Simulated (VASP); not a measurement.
OSZICAR of a VASP run on CsCaF3 (space group Pm-3m):

### OSZICAR
```
       N       E                     dE             d eps       ncg     rms          rms(c)
DAV:   1     0.367647504613E+03    0.36765E+03   -0.21727E+04   480   0.160E+03
DAV:   2    -0.678707079640E+01   -0.37443E+03   -0.36871E+03   656   0.398E+02
DAV:   3    -0.278152225257E+02   -0.21028E+02   -0.21009E+02   576   0.101E+02
DAV:   4    -0.288783926499E+02   -0.10632E+01   -0.10627E+01   904   0.134E+01
DAV:   5    -0.288845243065E+02   -0.61317E-02   -0.61316E-02   592   0.939E-01    0.928E+00
DAV:   6    -0.264385057382E+02    0.24460E+01   -0.11509E+01   496   0.266E+01    0.365E+00
DAV:   7    -0.263988895842E+02    0.39616E-01   -0.12427E+00   656   0.703E+00    0.221E+00
DAV:   8    -0.263488156015E+02    0.50074E-01   -0.18858E-01   648   0.399E+00    0.530E-01
DAV:   9    -0.263443107381E+02    0.45049E-02   -0.66033E-02   664   0.166E+00    0.188E-01
DAV:  10    -0.263451527275E+02   -0.84199E-03   -0.51164E-03   600   0.523E-01    0.244E-02
DAV:  11    -0.263451776368E+02   -0.24909E-04   -0.24646E-04   672   0.106E-01    0.171E-02
DAV:  12    -0.263451792546E+02   -0.16178E-05   -0.83176E-05   664   0.726E-02    0.117E-02
DAV:  13    -0.263451782820E+02    0.97258E-06   -0.65985E-06   656   0.214E-02
   1 F= -.26345178E+02 E0= -.26345178E+02  d E =-.263452E+02
```

Task: Which electronic solver shows in the log?

Result: It is blocked Davidson (ALGO = Normal, or the opening steps of other solvers). The INCAR had ALGO = Normal.

Task: Can the final energy be trusted as converged?

Result: The run converged. It stopped with EDIFF = 1E-6, NELM = 100, NSW = 60 and EDIFFG = -0.02 after 1 ionic step (PBEsol GGA, plane waves, VASP's PBE PAW potentials (set 64)).

The structure comes from a computed database's CsCaF3 entry (Pm-3m); how it stands against other phases isn't given here. It was relaxed first. The start is the result of an earlier pass.
